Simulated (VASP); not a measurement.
```xyz
2
Lattice="0.0000 2.6805 2.6805 2.6805 0.0000 2.6805 2.6805 2.6805 0.0000" Properties=species:S:1:pos:R:3 pbc="T T T"
S      0.0000     0.0000     0.0000
Zr     2.6805     2.6805     2.6805
```

Method: PBEsol GGA, VASP's PBE PAW potentials (set 64) (plane waves; VASP). Settings: 300 eV cut-off, 9×9×9 Γ-centred mesh, Gaussian smearing of 0.10 eV, potentials S Zr_sv.

At this cut-off the stress carries a Pulay error, which pulls relaxed volumes low.

### Question
Give the stress tensor in GPa (positive for a compressed cell).

### Answer

```
-13.10    0.00    0.00
  0.00  -13.10    0.00
  0.00    0.00  -13.10
```
The pressure is its mean diagonal, -13.10 GPa.

The structure was generated: ZrS was put into an ordered model structure, which need not be its known phase. The cell was not relaxed at this level. VASP warned that the highest band is occupied, so more bands are needed.
